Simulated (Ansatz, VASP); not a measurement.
# Ni (Nickel): VASP beside Ansatz

One calculation is typed for both programs; each brings its own data sets and cutoff. How far apart do they land?

Calculated with Ansatz 0.2.0; plane waves, with VASP 6.6.1 beside it; relaxation of cell and atoms at PBE.

**1. Set-up**

Symmetry: Fm-3m, No. 225, cubic system. The conventional cell has a = 3.524 Å, b = 3.524 Å, c = 3.524 Å, α = 90.00°, β = 90.00°, γ = 90.00°. Nearest to Ni lie 12 Ni at 2.49 Å.

**2. Ansatz: relaxation of cell and atoms, PBE**

Ansatz runs on its default PAW (the set named soft_2) files.

The relaxed volume is the usual yardstick between codes: its relative difference is about their pressure difference at one cell divided by the bulk modulus.

input.yaml reads:

```yaml
crystal:
  lattice:
    - [0.0, 1.761935, 1.761935]
    - [1.761935, 0.0, 1.761935]
    - [1.761935, 1.761935, 0.0]
  atoms:
    - { symbol: Ni, position: [0.0, 0.0, 0.0], spin: 1.0 }
hamiltonian:
  xc: pbe
  pseudopotentials: { kind: paw }
magnetization:
  spin_polarized: true
kpoints:
  mp_grid: { grid: [13, 13, 13] }
scf:
  occupations: { method: fermi_dirac, width: 0.05 }
relax:
  f_tol: 0.01
  max_steps: 60
  cell: { stress_tol: 0.05 }
output:
  forces: true
  stress: true
  write_density: true
  write_potential: true
  elf: true
  volumetric_format: npy
```

The run is started by

```
$ ansatz run input.yaml --threads 4 --pin off --max-ram 9216MiB --backend cpu --events-out ev --progress --plain --runs-dir out
```

Numbers of over 12 decimals in the logs are rounded to 6 here.

The log of the run:

```text
Engine: ansatz 0.2.0, x86_64-unknown-linux-gnu
Pseudopotentials: kind: paw
Pseudopotential: Ni, paw, valence charge 18, recommended cutoff 420 eV (normal), Ni.paw.azcp
Functional definition: PBE
  parameter kappa = 0.804
  parameter beta = 0.066725
  exchange = pbe_x(kappa = kappa, mu = beta*pi^2/3)
  correlation = pbe_c(beta = beta)
Crystal: 1 atoms, lattice volume = 10.940 Å³
Basis set: ecut = 420 eV, 181 PW (Γ), exchange–correlation on 36×36×36 points (8 copies of the dense FFT grid, shifted against one another)
Bands: 14, of which v1, the nominal top of the filled ones, is band 9 counted from 1 (8 counted from 0)
Symmetry: 48 space group operations
Space group: Fm-3m (ITA 225), of the structure as read, at distance tolerance 2.2e-5 Å
Magnetic group: BNS 225.116 (UNI 1618), of the structure as read, at distance tolerance 2.2e-5 Å
k-points: 84 of 2197
Non-local potential: Ni, projectors of the file, l = 0: 3, l = 1: 2, l = 2: 3, l = 3: 1
PAW form: soft (Blöchl's): semilocal exchange-correlation on the pseudo side does not see the compensation charge
PAW one-centre angular grid: Ni, 590 points (default); XC on 64 Gauss nodes
Initial density: superposition of atomic densities (chi_scale 0.1, normalization cell)
Starting moments: Σ|m| = 1 μB on 1 of 1 site
Initial wavefunctions: pseudopotential atomic-orbital guess
Functional: x = pbe(κ = 0.804, μ = 0.219515), c = pbe(β = 0.066725)
SCF iter   1: F=—  HF=-5839.021595 eV  |F-HF|=—  |Δ(HF+E_count)|=         —  Δρ=7.06e-2 (↑3.10e-2 ↓7.06e-2)  dr2=6.78e-1  dr2_m=4.18e-2  M=0.942 μB ∫|m|=1.003 μB  β_m=0.30  ethr=3.10e-3  ⟨swp⟩=5.7  Hψ=12286  notcnv=0
Mixer restart at iter 1: flushing history
preconditioner: auto → none  [metal: Δε(μ)=0.015 eV  Ē_g=15.902 eV  σ=0.050 eV  W_gap=0.08  n_scr=0 (ndim 8)  ℏωp=35.5 eV  f_vac=0.000  D(μ)=1.65/eV (n_scr^D=26)]
SCF iter   2: F=—  HF=-5838.874435 eV  |F-HF|=—  |Δ(HF+E_count)|=   1.47e-1  Δρ=4.05e-2 (↑4.05e-2 ↓3.54e-2)  dr2=2.78e-1  dr2_m=6.80e-3  M=0.855 μB ∫|m|=0.931 μB  β_m=0.25  ethr=3.10e-3  ⟨swp⟩=2.7  Hψ=4995  notcnv=0  defer=51
SCF iter   3: F=—  HF=-5839.044322 eV  |F-HF|=—  |Δ(HF+E_count)|=         —  Δρ=3.55e-2 (↑1.40e-2 ↓3.55e-2)  dr2=3.30e-2  dr2_m=5.20e-2  M=0.717 μB ∫|m|=0.790 μB  β_m=0.25  ethr=1.54e-3  ⟨swp⟩=2.5  Hψ=4055  notcnv=0  defer=51
Mixer restart at iter 3: flushing history
SCF iter   4: F=—  HF=-5839.272431 eV  |F-HF|=—  |Δ(HF+E_count)|=   2.28e-1  Δρ=2.95e-2 (↑1.35e-2 ↓2.95e-2)  dr2=1.71e-2  dr2_m=4.25e-2  M=0.694 μB ∫|m|=0.771 μB  β_m=0.57  ethr=1.83e-4  ⟨swp⟩=2.5  Hψ=4013  notcnv=0  defer=51
SCF iter   5: F=—  HF=-5839.727172 eV  |F-HF|=—  |Δ(HF+E_count)|=   4.55e-1  Δρ=2.17e-2 (↑1.43e-2 ↓2.17e-2)  dr2=8.17e-2  dr2_m=1.56e-3  M=0.633 μB ∫|m|=0.720 μB  β_m=0.56  ethr=9.48e-5  ⟨swp⟩=2.4  Hψ=4508  notcnv=0  defer=53
SCF iter   6: F=—  HF=-5839.702420 eV  |F-HF|=—  |Δ(HF+E_count)|=   2.48e-2  Δρ=2.14e-2 (↑6.81e-3 ↓2.14e-2)  dr2=3.49e-2  dr2_m=7.99e-3  M=0.624 μB ∫|m|=0.720 μB  β_m=0.50  ethr=9.48e-5  ⟨swp⟩=3.0  Hψ=5824  notcnv=0  defer=63
SCF iter   7: F=—  HF=-5839.727869 eV  |F-HF|=—  |Δ(HF+E_count)|=   2.54e-2  Δρ=4.23e-3 (↑1.71e-3 ↓4.23e-3)  dr2=7.97e-4  dr2_m=4.36e-4  M=0.629 μB ∫|m|=0.721 μB  β_m=0.75  ethr=9.48e-5  ⟨swp⟩=2.5  Hψ=4825  notcnv=0  defer=72
SCF iter   8: F=—  HF=-5839.729916 eV  |F-HF|=—  |Δ(HF+E_count)|=   2.05e-3  Δρ=7.09e-4 (↑5.83e-4 ↓7.09e-4)  dr2=3.86e-5  dr2_m=6.88e-6  M=0.632 μB ∫|m|=0.722 μB  β_m=0.87  ethr=4.43e-6  ⟨swp⟩=2.1  Hψ=4628  notcnv=0  defer=72
SCF iter   9: F=—  HF=-5839.730157 eV  |F-HF|=—  |Δ(HF+E_count)|=   2.41e-4  Δρ=2.32e-4 (↑2.32e-4 ↓1.72e-4)  dr2=1.13e-6  dr2_m=3.23e-6  M=0.632 μB ∫|m|=0.722 μB  β_m=0.94  ethr=2.15e-7  ⟨swp⟩=2.0  Hψ=3924  notcnv=0  defer=72
SCF iter  10: F=—  HF=-5839.730169 eV  |F-HF|=—  |Δ(HF+E_count)|=   1.17e-5  Δρ=6.42e-5 (↑6.42e-5 ↓2.99e-5)  dr2=4.27e-7  dr2_m=3.37e-8  M=0.633 μB ∫|m|=0.722 μB  β_m=0.97  ethr=6.28e-9  ⟨swp⟩=2.0  Hψ=3856  notcnv=0  defer=72
SCF iter  11: F=—  HF=-5839.730169 eV  |F-HF|=—  |Δ(HF+E_count)|=   5.63e-7  Δρ=6.71e-6 (↑6.71e-6 ↓4.77e-6)  dr2=6.84e-9  dr2_m=1.49e-10  M=0.633 μB ∫|m|=0.722 μB  β_m=0.98  ethr=2.37e-9  ⟨swp⟩=2.6  Hψ=3831  notcnv=0  defer=72
SCF iter  12: F=-5839.730170 eV  HF=-5839.730170 eV  |F-HF|=5.64e-11  |Δ(HF+E_count)|=   5.32e-9  Δρ=6.15e-7 (↑6.15e-7 ↓4.50e-7)  dr2=7.32e-11  dr2_m=1.33e-12  M=0.633 μB ∫|m|=0.722 μB  ethr=3.80e-11  ⟨swp⟩=4.8  Hψ=11657  notcnv=0
SCF 1 converged in 12 iterations: F = -5839.730170 eV  dr2 = 7.32e-11
  greatest PAW one-centre occupation: 1.001 electrons in one spin orbital (limit 2), on the Ni atom at site 0 (counted from 0), in its partial waves of l = 1
relax step   1: F+E_penalty+E_count = -5839.73016950 eV  Δ(F+E_penalty+E_count) = +0.000e0 eV  max|allowed force component| = 0.000e0 eV/Å  Δτ_max = 0.0000 Å  P = -0.961 GPa  Ω = 10.940 Å³  (12 SCF iters, dr2 threshold 1.00e-7 eV, accepted)
[...]
relax step   2: F+E_penalty+E_count = -5839.73029893 eV  Δ(F+E_penalty+E_count) = -1.294e-4 eV  max|allowed force component| = 0.000e0 eV/Å  Δτ_max = 0.0000 Å  P = -0.486 GPa  Ω = 10.913 Å³  energy of the carried Pulay correction = +9.531e-6 eV  (7 SCF iters, dr2 threshold 1.00e-7 eV, accepted)
[...]
relax step   3: F+E_penalty+E_count = -5839.73034894 eV  Δ(F+E_penalty+E_count) = -5.000e-5 eV  max|allowed force component| = 0.000e0 eV/Å  Δτ_max = 0.0000 Å  P = +0.006 GPa  Ω = 10.886 Å³  energy of the carried Pulay correction = +1.925e-5 eV  (7 SCF iters, dr2 threshold 1.00e-7 eV, accepted)
[...]
relax step   4: F+E_penalty+E_count = -5839.73032648 eV  Δ(F+E_penalty+E_count) = +2.246e-5 eV  max|allowed force component| = 0.000e0 eV/Å  Δτ_max = 0.0000 Å  P = +0.013 GPa  Ω = 10.886 Å³  stress off target by 1.31e-2 GPa  SCF on the basis re-selected at this cell (its energy is not comparable with the rows above)  (7 SCF iters)
basis re-selected at this cell: Δ(F+E_penalty+E_count) = +2.246e-5 eV, ΔP = +0.007 GPa vs the last step (what re-selecting the basis moved, of the pressure what is left beyond the Pulay correction that the steps carried, after the strain that the cell walked since its last selection, with what the two solves' SCF thresholds leave and, on support functions, any second-order correction that the steps lacked; it is no measure of the basis error at this ecutwfc). This SCF's stress stands 1.31e-2 GPa from its target on what of the cell is left free (relax.cell.stress_tol is 5.00e-2 GPa) and its largest allowed force component is 0.00e0 eV/Å (relax.f_tol is 1.00e-2 eV/Å): [rest of the remark cut]
SCF converged after 7 iterations
Magnetization: 0.6323 μB (9.3162 up, 8.6838 down)
Absolute magnetization: 0.7213 μB (∫|ρ↑−ρ↓|, with the PAW one-centre terms)
Spin contamination: 0.0068 ħ² per cell (⟨S²⟩ above its minimum at these occupations)
Per-site moments (μB) at R_I (Å): [(0.670160, 1.026166)]
Free energy (F): -5839.730326 eV
Harris-Foulkes:  -5839.730326 eV  (|F-HF|=1.82e-12)
Internal energy: -5839.717166 eV  (E = F + TS)
E sigma→0 (E₀):  -5839.723746 eV
Entropy (-TS):   -0.013161 eV (-13.161 meV/atom)
Fermi energy:    18.179253 eV
--- Per-component energies (eV) ---
  E_band       = -284.497924
  E_kinetic    = 282.096981
  E_local      = -3437.933840  (includes V_loc(G=0)·N_el)
  E_nonlocal   = 635.534469
  E_hartree    = 1435.085384
  E_xc         = -84.797488
  E_vxc        = -109.346137  (∫ρ·V_xc dr)
  E_paw        = -1629.628101  (= ΣΔE_a)
  E_vpaw       = -525.020661  (= ΣTr[D̂ρ^β])
  E_aug_tail   = 0.000585  (compensation charges beyond the density's cutoff)
  E_ewald      = -3040.075155
  E_smearing   = -0.013161  (= −TS)
  E_closure    = -0.000000  (closes the sum)
  Σ components = -5839.730326   (vs F -5839.730326, Δ=0.00e0)
--- Forces (eV/Å), atoms counted from 1 ---
  atom   1  Ni    -0.00000000    -0.00000000    -0.00000000
  max |Σ_I F_I| component: 2.05e-32 eV/Å
--- Stress (GPa, compression-positive) ---
        0.013103      -0.000000      -0.000000
       -0.000000       0.013103       0.000000
        0.000000      -0.000000       0.013103
  P = ⅓ Tr σ = 0.0131 GPa (0.131 kbar)
--- Band table (eV; the first three rows and the last of 168) ---
  k-point 0 ↑: bands = [... 5 lower, 15.7105, 15.7105, 15.7105, 16.9021, 16.9021, 41.6527, 45.6217, 45.6217, ... 1 higher]
  k-point 1 ↑: bands = [... 5 lower, 15.6513, 15.7616, 15.7616, 16.8810, 16.8810, 40.7684, 43.3922, 45.0537, ... 1 higher]
  k-point 2 ↑: bands = [... 5 lower, 15.5071, 15.8765, 15.8765, 16.8544, 16.8544, 37.3529, 42.5032, 44.2009, ... 1 higher]
  k-point 83 ↓: bands = [... 5 lower, 15.5126, 15.8122, 17.4227, 18.5289, 24.7075, 26.7002, 28.7726, 29.7275, ... 1 higher]
--- Relaxed structure (3 steps of the walk, 3 accepted, 1 SCFs on fresh bases) ---
  F+E_penalty+E_count = -5839.73032648 eV   max|allowed force component| = 0.000e0 eV/Å   (the final SCF, on the basis selected at the relaxed cell)
  cell:  # Å, volume = 10.8859 Å³
    - [0, 1.759052, 1.759052]
    - [1.759052, 0, 1.759052]
    - [1.759052, 1.759052, 0]
  atoms:
    - { symbol: Ni, position: [0.0, 0.0, 0.0] }
```

It took 1.5 s on 4 threads of AMD EPYC 9R45 (Zen 5), shared host; peak memory 0.36 GiB; 4.5 s of CPU time.

**3. VASP: relaxation of cell and atoms, PBE**

The same cell, functional, mesh and smearing now go to VASP, with its own data sets and cutoff.

Lines of VASP's logs that name or quote its potential files are left out, and so is its time.

INCAR reads:

```
SYSTEM = Ni
PREC = Accurate
ENCUT = 520
EDIFF = 1E-06
NELM = 100
ISMEAR = -1
SIGMA = 0.05
LREAL = .FALSE.
ALGO = Normal
GGA = PE
NBANDS = 11
ISPIN = 2
MAGMOM = 1
LMAXMIX = 4
LORBIT = 11
LWAVE = .FALSE.
LCHARG = .FALSE.
KPAR = 2
IBRION = 2
NSW = 60
ISIF = 3
EDIFFG = -0.01
```

POSCAR reads:

```
Ni
1.0
    0.0000000000      1.7619350000      1.7619350000
    1.7619350000      0.0000000000      1.7619350000
    1.7619350000      1.7619350000      0.0000000000
Ni
1
Direct
    0.0000000000      0.0000000000      0.0000000000
```

KPOINTS reads:

```
Automatic mesh
0
Gamma
13 13 13
0 0 0
```

PAW data sets: Ni (PBE family, release 64).

The run is started by

```
$ mpirun -np 2 vasp_std
```

The log of the run:

```text
[banner, memory and clock lines left out]
running    2 mpi-ranks, on    1 nodes
 distrk:  each k-point on    1 cores,    2 groups
 distr:  one band on    1 cores,    1 groups

 POSCAR found type information on POSCAR Ni
 POSCAR found :  1 types and       1 ions
 LDA part: xc-table for (Slater+PW92), standard interpolation
 POSCAR, INCAR and KPOINTS ok, starting setup
 FFT: planning ... GRIDC
 FFT: planning ... GRID_SOFT
 FFT: planning ... GRID
 WAVECAR not read
 entering main loop
       N       E                     dE             d eps       ncg     rms          rms(c)
DAV:   1     0.289582755090E+02    0.28958E+02   -0.45995E+03  3779   0.116E+03
DAV:   2    -0.559343315134E+01   -0.34552E+02   -0.32793E+02  3771   0.173E+02
DAV:   3    -0.649062425894E+01   -0.89719E+00   -0.89379E+00  4196   0.324E+01
DAV:   4    -0.649790126749E+01   -0.72770E-02   -0.72752E-02  4106   0.258E+00
DAV:   5    -0.649805833086E+01   -0.15706E-03   -0.15706E-03  4297   0.362E-01    0.987E+00
DAV:   6    -0.583357532499E+01    0.66448E+00   -0.15158E+01  4403   0.551E+01    0.607E+00
DAV:   7    -0.549545527610E+01    0.33812E+00   -0.26765E+00  4392   0.215E+01    0.188E+00
DAV:   8    -0.548024285716E+01    0.15212E-01   -0.18256E-02  5059   0.135E+00    0.952E-01
DAV:   9    -0.547768651663E+01    0.25563E-02   -0.19093E-03  5518   0.368E-01    0.248E-01
DAV:  10    -0.547714627895E+01    0.54024E-03   -0.47295E-04  5371   0.154E-01    0.310E-02
DAV:  11    -0.547713440705E+01    0.11872E-04   -0.27289E-05  4902   0.391E-02    0.344E-02
DAV:  12    -0.547713498565E+01   -0.57860E-06   -0.13316E-06  2547   0.105E-02
   1 F= -.54771350E+01 E0= -.54701755E+01  d E =-.547713E+01  mag=     0.6253
 curvature:   0.00 expect dE= 0.000E+00 dE for cont linesearch  0.000E+00
 trial: gam= 0.00000 g(F)=  0.000E+00 g(S)=  0.640E-03 ort = 0.000E+00 (trialstep = 0.100E+01)
 search vector abs. value=  0.640E-03
 bond charge predicted
       N       E                     dE             d eps       ncg     rms          rms(c)
DAV:   1    -0.549438733503E+01   -0.17253E-01   -0.24191E-01  4362   0.730E+00    0.111E+00
DAV:   2    -0.548336135553E+01    0.11026E-01   -0.25023E-01  4437   0.655E+00    0.632E-01
DAV:   3    -0.547754618453E+01    0.58152E-02   -0.39778E-02  4392   0.273E+00    0.172E-01
DAV:   4    -0.547722967764E+01    0.31651E-03   -0.20821E-04  4120   0.111E-01    0.985E-02
DAV:   5    -0.547717256781E+01    0.57110E-04   -0.10488E-04  4992   0.664E-02    0.192E-02
DAV:   6    -0.547717382419E+01   -0.12564E-05   -0.27948E-06  3313   0.125E-02    0.104E-02
DAV:   7    -0.547717302024E+01    0.80395E-06   -0.83223E-07  2071   0.132E-02
   2 F= -.54771730E+01 E0= -.54703038E+01  d E =-.380346E-04  mag=     0.6248
 trial-energy change:   -0.000038  1 .order   -0.000029   -0.000640    0.000581
 step:   0.5346(harm=  0.5242)  dis= 0.00000  next Energy=    -5.477307 (dE=-0.172E-03)
 bond charge predicted
       N       E                     dE             d eps       ncg     rms          rms(c)
DAV:   1    -0.548104528454E+01   -0.38715E-02   -0.52413E-02  4353   0.343E+00    0.517E-01
DAV:   2    -0.547864055111E+01    0.24047E-02   -0.54019E-02  4452   0.302E+00    0.293E-01
DAV:   3    -0.547739019973E+01    0.12504E-02   -0.85980E-03  4383   0.128E+00    0.826E-02
DAV:   4    -0.547731927116E+01    0.70929E-04   -0.49237E-05  4126   0.512E-02    0.460E-02
DAV:   5    -0.547730804015E+01    0.11231E-04   -0.24495E-05  4970   0.321E-02    0.863E-03
DAV:   6    -0.547730889801E+01   -0.85786E-06   -0.14732E-07  1968   0.392E-03
   3 F= -.54773089E+01 E0= -.54703978E+01  d E =-.173912E-03  mag=     0.6249
 curvature:  -0.26 expect dE=-0.200E-07 dE for cont linesearch -0.200E-07
 trial: gam= 0.00000 g(F)=  0.908E-68 g(S)=  0.764E-07 ort =-0.699E-05 (trialstep = 0.907E+00)
 search vector abs. value=  0.765E-07
 reached required accuracy - stopping structural energy minimisation
```

[end of part 1 of 2]

[Lines on the potential files, build, host, timing and source positions are cut from VASP's logs without a mark.]

[Logs are printed without paths, hosts, clocks, repeated set-up lines and the standing remarks that a program may print on its own settings, such as how far it seeks lower states.]

[Hosts, paths, dates, database ids (printed as entryN), source tags and the programs' standing remarks are cut or masked in the printed files.]
